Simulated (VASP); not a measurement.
Here is a VASP 6.6.1 calculation.

File INCAR:

```
PREC = Accurate
ENCUT = 600
EDIFF = 1E-7
ISMEAR = 0
SIGMA = 0.1
LREAL = F
LASPH = T
NELM = 80
ALGO = Normal
ISIF = 3
LWAVE = F
LCHARG = F
GGA = PE
IVDW = 12
IBRION = 2
NSW = 90
EDIFFG = -0.005
```

File KPOINTS:

```
regular mesh
0
Gamma
  18 18 18
```

File POSCAR:

```
TiN
1.0
    0.0000000000      2.1206234500      2.1206234500
    2.1206234500      0.0000000000      2.1206234500
    2.1206234500      2.1206234500      0.0000000000
Ti N
1 1
Direct
    0.0000000000      0.0000000000      0.0000000000
    0.5000000000      0.5000000000      0.5000000000
```

Potentials or basis: VASP PAW PBE potentials, release 64 (Ti_sv, N).

The run is started by

```console
$ cat potpaw_PBE.64/Ti_sv/POTCAR potpaw_PBE.64/N/POTCAR > POTCAR
$ mpirun -np 1 vasp_std > vasp.out
```

(1) Estimate the band gap on the k mesh.

(2) What does it give for the relaxed volume?

Answers

(1) none (metal or under the smearing width).

(2) 9.31 Å³/atom.

Caveat: pairwise dispersion overbinds metals, which lowers pressure and volume.
